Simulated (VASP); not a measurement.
Method: r2SCAN meta-GGA, VASP's PBE PAW potentials (set 64) (plane waves; VASP).

The input files of a VASP run:

POSCAR:
```
InSb
1
    0.0000000000     3.3112747228     3.3112747228
    3.3112747228     0.0000000000     3.3112747228
    3.3112747228     3.3112747228     0.0000000000
In Sb
1 1
Direct
  0.0000000000   0.0000000000   0.0000000000
  0.2500000000   0.2500000000   0.2500000000
```

INCAR:
```
ALGO  =  Normal
EDIFF  =  1E-7
ENCUT  =  520
ISIF  =  2
ISMEAR  =  1
LASPH  =  .TRUE.
LCHARG  =  .FALSE.
LMAXMIX  =  4
LMIXTAU  =  .TRUE.
LREAL  =  .FALSE.
LWAVE  =  .FALSE.
METAGGA  =  R2SCAN
NELM  =  100
PREC  =  Accurate
SIGMA  =  0.1
SYSTEM  =  InSb
```

**KPOINTS**
```
Automatic mesh
0
Gamma
10 10 10
0 0 0
```

POTCAR, in this order: In_d Sb (PBE.64 set). Program: vasp_std.

Output of the run:

OSZICAR:
```
       N       E                     dE             d eps       ncg     rms          rms(c)
DAV:   1     0.701050040812E+02    0.70105E+02   -0.82319E+03  1222   0.138E+03
DAV:   2    -0.435761248813E+02   -0.11368E+03   -0.11084E+03  1307   0.314E+02
DAV:   3    -0.516276640262E+02   -0.80515E+01   -0.79593E+01  1582   0.900E+01
DAV:   4    -0.518644574910E+02   -0.23679E+00   -0.23665E+00  1552   0.181E+01
DAV:   5    -0.518735647924E+02   -0.91073E-02   -0.91068E-02  1732   0.284E+00    0.486E+00
DAV:   6    -0.488490857791E+02    0.30245E+01   -0.16786E+00  1457   0.282E+01    0.267E+00
DAV:   7    -0.486458293089E+02    0.20326E+00   -0.49495E-01  1277   0.102E+01    0.135E+00
DAV:   8    -0.488535226827E+02   -0.20769E+00   -0.39246E-01  1272   0.667E+00    0.989E-01
DAV:   9    -0.487321131854E+02    0.12141E+00   -0.45939E-02  1267   0.290E+00    0.687E-01
DAV:  10    -0.487481251103E+02   -0.16012E-01   -0.90555E-03  1312   0.109E+00    0.105E+00
DAV:  11    -0.487569735329E+02   -0.88484E-02   -0.32882E-02  1250   0.169E+00    0.430E-01
DAV:  12    -0.487592809316E+02   -0.23074E-02   -0.74032E-03  1422   0.593E-01    0.283E-01
DAV:  13    -0.487600134394E+02   -0.73251E-03   -0.66610E-04  1247   0.230E-01    0.339E-01
DAV:  14    -0.487598126845E+02    0.20075E-03   -0.11331E-04  1292   0.818E-02    0.364E-01
DAV:  15    -0.487594880208E+02    0.32466E-03   -0.20647E-04  1257   0.129E-01    0.447E-01
DAV:  16    -0.487529531491E+02    0.65349E-02   -0.19091E-02  1247   0.170E+00    0.180E+00
DAV:  17    -0.487595901038E+02   -0.66370E-02   -0.93120E-03  1222   0.916E-01    0.416E-01
DAV:  18    -0.487597196381E+02   -0.12953E-03   -0.27823E-04  1372   0.203E-01    0.119E-01
DAV:  19    -0.487596673822E+02    0.52256E-04   -0.94980E-05  1232   0.138E-01    0.346E-02
DAV:  20    -0.487597354797E+02   -0.68097E-04   -0.62201E-05  1222   0.102E-01    0.342E-02
DAV:  21    -0.487597376942E+02   -0.22145E-05   -0.22975E-05  1222   0.665E-02    0.175E-02
DAV:  22    -0.487597419265E+02   -0.42323E-05   -0.38105E-06  1292   0.212E-02    0.169E-02
DAV:  23    -0.487597418182E+02    0.10828E-06   -0.10120E-06  1262   0.765E-03    0.935E-03
DAV:  24    -0.487597417504E+02    0.67831E-07   -0.96659E-08   991   0.493E-03
   1 F= -.48759742E+02 E0= -.48759832E+02  d E =0.271867E-03
```

### OUTCAR
```
------------------------ aborting loop because EDIFF is reached ----------------------------------------
  FORCE on cell =-STRESS in cart. coord.  units (eV):
  Direction    XX          YY          ZZ          XY          YZ          ZX
  --------------------------------------------------------------------------------------
  Total       -0.5504082     -0.5504082     -0.5504082      0.0000000      0.0000000      0.0000000
  in kB      -12.1445061    -12.1445061    -12.1445061      0.0000000      0.0000000      0.0000000
  external PRESSURE =     -12.1445061 kB  Pullay stress =       0.0000000 kB
  volume of cell :       72.61
      direct lattice vectors                 reciprocal lattice vectors
     0.000000000  3.311274723  3.311274723    -0.150999250  0.150999250  0.150999250
     3.311274723  0.000000000  3.311274723     0.150999250 -0.150999250  0.150999250
     3.311274723  3.311274723  0.000000000     0.150999250  0.150999250 -0.150999250
  FREE ENERGIE OF THE ION-ELECTRON SYSTEM (eV)
  ---------------------------------------------------
  free  energy   TOTEN  =       -48.7597417504 eV

  energy  without entropy=      -48.7600136179  energy(sigma->0) =      -48.75983237
```
(Selected blocks of OUTCAR.)

The compound is InSb in the zinc blende structure. This cell is one point of a volume scan, at 1.03 of the reference volume.
